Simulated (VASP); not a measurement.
```
CaS
1.0
    0.00000     2.82967     2.82967
    2.82967     0.00000     2.82967
    2.82967     2.82967     0.00000
Ca S
1 1
Direct
  0.00000   0.00000   0.00000
  0.50000   0.50000   0.50000
```

All values below come from AM05 GGA, VASP's PBE PAW potentials (set 64) (plane waves; VASP). Numerical set-up: 520 eV cut-off, Gaussian smearing of 0.050 eV, potentials Ca_sv S.

Task: Give the energies of bands 6 to 11 at the high-symmetry points, in eV from the valence-band maximum.

Result: 
| band | Γ | X | U | L | W |
|---|---|---|---|---|---|
| 6 | 0.00 | -2.34 | -2.10 | -3.19 | -1.84 |
| 7 | 0.00 | -0.83 | -1.93 | -1.21 | -1.84 |
| 8 | 0.00 | -0.83 | -1.06 | -1.21 | -1.61 |
| 9 | 4.11 | 2.24 | 3.61 | 5.17 | 4.79 |
| 10 | 4.11 | 5.60 | 6.33 | 6.08 | 4.79 |
| 11 | 4.11 | 6.06 | 6.46 | 6.22 | 6.01 |

The gap is indirect, 2.24 eV, from the valence maximum at Γ to the conduction minimum at X.

Measured: gap 4.43 eV (computed value off by -2.19 eV), as given by David Waroquiers et al., Physical Review B (2013), arXiv:1302.6756.

The compound is CaS in the rock salt structure. It was relaxed first.
